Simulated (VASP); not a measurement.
The input files of a VASP run:

### KPOINTS
```
Automatic mesh
0
Gamma
9 9 9
0 0 0
```

POSCAR:
```
KF
1
    0.0000000000     2.4116149027     2.4116149027
    2.4116149027    -0.0000000000     2.4116149027
    2.4116149027     2.4116149027     0.0000000000
K F
1 1
Direct
  0.0000000000   0.0000000000   0.0000000000
  0.5000000000   0.5000000000   0.5000000000
```

**INCAR**
```
SYSTEM = KF
PREC = Accurate
ENCUT = 620
EDIFF = 1E-6
NELM = 100
ALGO = Normal
LREAL = .FALSE.
LASPH = .TRUE.
ISMEAR = 0
SIGMA = 0.05
GGA = PS
LWAVE = .FALSE.
LCHARG = .FALSE.
IBRION = 2
ISIF = 3
NSW = 40
EDIFFG = -0.02
PSTRESS = 200
```

POTCAR, in this order: K_sv F (PBE.64 set). Program: vasp_std.

### Question
Write an equivalent input for Quantum ESPRESSO's pw.x.

### Answer
One equivalent input (not run):
```
&CONTROL
  calculation = 'vc-relax'
  pseudo_dir = './pseudo'
  outdir = './out'
  tprnfor = .true.
  tstress = .true.
  nstep = 40
  forc_conv_thr = 0.00078
/
&SYSTEM
  ibrav = 0
  nat = 2
  ntyp = 2
  ecutwfc = 84
  occupations = 'smearing'
  smearing = 'gaussian'
  degauss = 0.003675
  input_dft = 'pbesol'
/
&ELECTRONS
  conv_thr = 7.3e-08
  electron_maxstep = 100
/
&IONS
/
&CELL
  press = 200
/
ATOMIC_SPECIES
  K 39.098 K.upf
  F 18.998 F.upf
CELL_PARAMETERS angstrom
     0.0000000    2.4116149    2.4116149
     2.4116149   -0.0000000    2.4116149
     2.4116149    2.4116149    0.0000000
ATOMIC_POSITIONS crystal
  K    0.0000000  0.0000000  0.0000000
  F    0.5000000  0.5000000  0.5000000
K_POINTS automatic
  9 9 9 0 0 0
```
What does not carry over: the potentials are each code's own (VASP's PAW set, PseudoDojo norm-conserving files in pw.x), so ENCUT and ecutwfc are chosen apart and not converted; conv_thr bounds pw.x's estimated SCF error, while EDIFF bounds the energy change between steps; forc_conv_thr acts on force components and is met together with etot_conv_thr.

The compound is KF in the rock salt structure. It was relaxed first under an external pressure of 20 GPa.
